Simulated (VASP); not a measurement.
Output of a VASP run:

**OUTCAR**
```
 ion  position               nearest neighbor table
   1  0.281  0.000  0.333-   3 2.89   2 2.89   3 3.38   3 3.38   2 3.38   2 3.38
   2  0.000  0.281  0.667-   3 2.89   1 2.89   3 3.38   3 3.38   1 3.38   1 3.38
   3  0.719  0.719  0.000-   2 2.89   1 2.89   1 3.38   2 3.38   2 3.38   1 3.38
  LATTYP: Found a hexagonal cell.
 ALAT       =     4.3751637678
 C/A-ratio  =     1.3464500499
 Subroutine PRICEL returns:
 Original cell was already a primitive cell.
 Subroutine GETGRP returns: Found  6 space group operations
The static configuration has the point symmetry C_2 .
 The point group associated with its full space group is D_3 .
The dynamic configuration has the point symmetry C_2 .
 Subroutine INISYM returns: Found  6 space group operations
 Subroutine IBZKPT returns following result:
 Found     17 irreducible k-points:

 Following reciprocal coordinates:
            Coordinates               Weight
  0.000000  0.000000  0.000000      1.000000
  0.200000  0.000000  0.000000      6.000000
  0.400000  0.000000  0.000000      6.000000
  0.200000  0.200000  0.000000      6.000000
  0.400000  0.200000  0.000000      6.000000
  0.000000  0.000000  0.250000      2.000000
  0.200000  0.000000  0.250000      6.000000
  0.000000  0.200000  0.250000      6.000000
  0.400000  0.000000  0.250000      6.000000
  0.000000  0.400000  0.250000      6.000000
  0.200000  0.200000  0.250000     12.000000
  0.400000  0.200000  0.250000     12.000000
  0.000000  0.000000  0.500000      1.000000
  0.200000  0.000000  0.500000      6.000000
  0.400000  0.000000  0.500000      6.000000
  0.200000  0.200000  0.500000      6.000000
  0.400000  0.200000  0.500000      6.000000
   k-points           NKPTS =     17   k-points in BZ     NKDIM =     17   number of bands    NBANDS=     13
   number of dos      NEDOS =    301   number of ions     NIONS =      3
   total plane-waves  NPLWV =  36000
   dimension x,y,z NGX =    30 NGY =   30 NGZ =   40
   dimension x,y,z NGXF=    60 NGYF=   60 NGZF=   80
   ions per type =               3
   PREC   = accura    normal or accurate (medium, high low for compatibility)
   ISTART =      0    job   : 0-new  1-cont  2-samecut
   ICHARG =      2    charge: 1-file 2-atom 10-const
   ISPIN  =      1    spin polarized calculation?
   LNONCOLLINEAR =      F non collinear calculations
   LSORBIT =      F    spin-orbit coupling
   INIWAV =      1    electr: 0-lowe 1-rand  2-diag
   ENCUT  =  400.0 eV  29.40 Ry    5.42 a.u.   7.13  7.13  9.61*2*pi/ulx,y,z
   NELM   =    100;   NELMIN=  2; NELMDL= -5     # of ELM steps
   EDIFF  = 0.1E-05   stopping-criterion for ELM
   LREAL  =      F    real-space projection
   NLSPLINE    = F    spline interpolate recip. space projectors
   LMAXMIX     =    4 max onsite mixed and CHGCAR
   VOSKOWN=      0    Vosko Wilk Nusair interpolation
   EDIFFG = -.2E-01   stopping-criterion for IOM
   NSW    =     60    number of steps for IOM
   NBLOCK =      1;   KBLOCK =     60    inner block; outer block
   IBRION =      2    ionic relax: 0-MD 1-quasi-New 2-CG
   NFREE  =      1    steps in history (QN), initial steepest desc. (CG)
   ISIF   =      3    stress and relaxation
   ISYM   =      2    0-nonsym 1-usesym 2-fastsym
   TEIN   =    0.0    initial temperature
   TEBEG  =    0.0;   TEEND  =   0.0 temperature during run
   SMASS  =  -3.00    Nose mass-parameter (am)
   PSTRESS=    0.0 pullay stress
   NELECT =      18.0000    total number of electrons
   EFERMI =   0.00;   METHOD = LEGACY
   ISMEAR =     0;   SIGMA  =   0.05  broadening in eV -4-tet -1-fermi 0-gaus
   IALGO  =     38    algorithm
   LDIAG  =      T    sub-space diagonalisation (order eigenvalues)
   IMIX   =      4    mixing-type and parameters
     AMIX     =   0.40;   BMIX     =  1.00
     AMIX_MAG =   1.60;   BMIX_MAG =  1.00
     AMIN     =   0.10
   METAGGA = SCAN    functional components
   VOSKOWN =     0    Vosko Wilk Nusair interpolation
   LHFCALC =     F    Hartree Fock is set to
   LHFONE  =     F    Hartree Fock one center treatment
...
```

### OSZICAR
```
...
DAV:   1    -0.111758261833E+03   -0.37235E-02   -0.22347E-01   442   0.263E+00    0.319E-01
DAV:   2    -0.111756483953E+03    0.17779E-02   -0.11945E-02   442   0.101E+00    0.236E-01
DAV:   3    -0.111755266324E+03    0.12176E-02   -0.47297E-03   467   0.603E-01    0.179E-01
DAV:   4    -0.111755233595E+03    0.32729E-04   -0.60893E-04   442   0.247E-01    0.300E-01
DAV:   5    -0.111755472932E+03   -0.23934E-03   -0.61222E-04   442   0.281E-01    0.414E-01
DAV:   6    -0.111755760637E+03   -0.28770E-03   -0.19875E-04   452   0.138E-01    0.220E-02
DAV:   7    -0.111755287469E+03    0.47317E-03   -0.11334E-03   442   0.381E-01    0.316E-02
DAV:   8    -0.111755287943E+03   -0.47406E-06   -0.14748E-05   512   0.331E-02    0.669E-03
DAV:   9    -0.111755287953E+03   -0.10144E-07   -0.24991E-07   231   0.501E-03
   8 F= -.11175529E+03 E0= -.11175529E+03  d E =-.750052E-03
       N       E                     dE             d eps       ncg     rms          rms(c)
DAV:   1    -0.111755332852E+03   -0.44909E-04   -0.31786E-03   442   0.315E-01    0.370E-02
DAV:   2    -0.111755322997E+03    0.98554E-05   -0.16709E-04   442   0.117E-01    0.248E-02
DAV:   3    -0.111755306597E+03    0.16399E-04   -0.61143E-05   462   0.664E-02    0.231E-02
DAV:   4    -0.111755307789E+03   -0.11911E-05   -0.54105E-06   457   0.231E-02    0.356E-02
DAV:   5    -0.111755310133E+03   -0.23448E-05   -0.38043E-06   442   0.227E-02    0.493E-02
DAV:   6    -0.111755303350E+03    0.67835E-05   -0.22750E-06   317   0.156E-02    0.502E-03
DAV:   7    -0.111755302271E+03    0.10784E-05   -0.74099E-06   442   0.314E-02    0.622E-03
DAV:   8    -0.111755302314E+03   -0.43079E-07   -0.13034E-07   221   0.304E-03
   9 F= -.11175530E+03 E0= -.11175530E+03  d E =-.764413E-03
       N       E                     dE             d eps       ncg     rms          rms(c)
DAV:   1    -0.111756163250E+03   -0.86098E-03   -0.10110E-01   442   0.180E+00    0.300E-01
DAV:   2    -0.111756082906E+03    0.80344E-04   -0.45988E-03   472   0.556E-01    0.714E-02
DAV:   3    -0.111755935774E+03    0.14713E-03   -0.72677E-04   452   0.300E-01    0.707E-02
DAV:   4    -0.111756032731E+03   -0.96957E-04   -0.35956E-04   452   0.184E-01    0.420E-02
DAV:   5    -0.111756264264E+03   -0.23153E-03   -0.18214E-03   442   0.494E-01    0.851E-02
DAV:   6    -0.111755964320E+03    0.29994E-03   -0.44727E-04   442   0.224E-01    0.189E-02
DAV:   7    -0.111755958906E+03    0.54139E-05   -0.52209E-05   452   0.890E-02    0.130E-02
DAV:   8    -0.111755958658E+03    0.24809E-06   -0.73630E-06   452   0.320E-02
  10 F= -.11175596E+03 E0= -.11175596E+03  d E =-.656343E-03
       N       E                     dE             d eps       ncg     rms          rms(c)
DAV:   1    -0.111756139657E+03   -0.18075E-03   -0.32120E-02   442   0.101E+00    0.163E-01
DAV:   2    -0.111756114181E+03    0.25475E-04   -0.14863E-03   467   0.324E-01    0.401E-02
DAV:   3    -0.111756060201E+03    0.53980E-04   -0.26466E-04   457   0.184E-01    0.431E-02
DAV:   4    -0.111756120877E+03   -0.60676E-04   -0.19476E-04   442   0.144E-01    0.214E-02
DAV:   5    -0.111756203175E+03   -0.82298E-04   -0.82010E-04   442   0.332E-01    0.548E-02
DAV:   6    -0.111756077327E+03    0.12585E-03   -0.16022E-04   442   0.136E-01    0.135E-02
DAV:   7    -0.111756071036E+03    0.62908E-05   -0.25275E-05   452   0.602E-02    0.813E-03
DAV:   8    -0.111756071144E+03   -0.10752E-06   -0.23848E-06   350   0.190E-02
  11 F= -.11175607E+03 E0= -.11175607E+03  d E =-.768830E-03
```

OUTCAR:
```
------------------------ aborting loop because EDIFF is reached ----------------------------------------
  FORCE on cell =-STRESS in cart. coord.  units (eV):
  Direction    XX          YY          ZZ          XY          YZ          ZX
  --------------------------------------------------------------------------------------
  Total        0.0107820      0.0107820     -0.0165447      0.0000000      0.0000000     -0.0000000
  in kB        0.1692109      0.1692109     -0.2596493      0.0000000      0.0000000     -0.0000000
  external PRESSURE =       0.0262575 kB  Pullay stress =       0.0000000 kB
  volume of cell :      102.09
      direct lattice vectors                 reciprocal lattice vectors
     4.454289890  0.000000000  0.000000000     0.224502676  0.129616685 -0.000000000
    -2.227144945  3.857528052 -0.000000000    -0.000000000  0.259233371 -0.000000000
    -0.000000000  0.000000000  5.941489924    -0.000000000  0.000000000  0.168307952
 POSITION                                       TOTAL-FORCE (eV/Angst)
 -----------------------------------------------------------------------------------
      1.19462      0.00000      1.98049         0.007473      0.000000      0.000000
      3.85698      1.03457      3.96100        -0.003737      0.006472     -0.000000
      1.62983      2.82295     -0.00000        -0.003737     -0.006472      0.000000
 -----------------------------------------------------------------------------------
    total drift:                                0.001165      0.001211      0.000015
  FREE ENERGIE OF THE ION-ELECTRON SYSTEM (eV)
  ---------------------------------------------------
  free  energy   TOTEN  =      -111.7560711440 eV

  energy  without entropy=     -111.7560711440  energy(sigma->0) =     -111.75607114

 reached required accuracy - stopping structural energy minimisation
```
(Selected blocks of OUTCAR.)

### POSCAR
```
Te
1
    4.3751637678    -0.0000000000    -0.0000000000
   -2.1875818839     3.7890028281     0.0000000000
    0.0000000000     0.0000000000     5.8909394736
Te
3
Direct
  0.2806898254   0.0000000000   0.3333330000
  1.0000000000   0.2806898254   0.6666670000
  0.7193101746   0.7193101746   0.0000000000
```

Task: Write an INCAR and KPOINTS that could have produced this output.

Result: Several could match; the one computed here: the input of the run itself, SCAN meta-GGA, plane waves, VASP's PBE PAW potentials (set 64).

### INCAR
```
SYSTEM  =  Te
PREC  =  Accurate; ENCUT  =  400; LREAL  =  F
LASPH  =  T
EDIFF  =  1E-6; NELM  =  100; ALGO  =  Normal
LMAXMIX  =  4; LMIXTAU  =  T
ISMEAR  =  0; SIGMA  =  0.05
METAGGA  =  SCAN
IBRION  =  2; NSW  =  60; ISIF  =  3
EDIFFG  =  -0.02
LWAVE  =  F; LCHARG  =  F
```

**KPOINTS**
```
Automatic mesh
0
Gamma
5 5 4
0 0 0
```

POTCAR, in this order: Te (PBE.64 set). Program: vasp_std.

Energy and stress use the plane-wave basis of the starting cell.

The structure comes from a measured Te entry (P3_121) of the Crystallography Open Database, whose conditions weren't checked. This run relaxes it. Symmetry was kept, so distortions that lower it aren't found. The start is the result of an earlier pass.
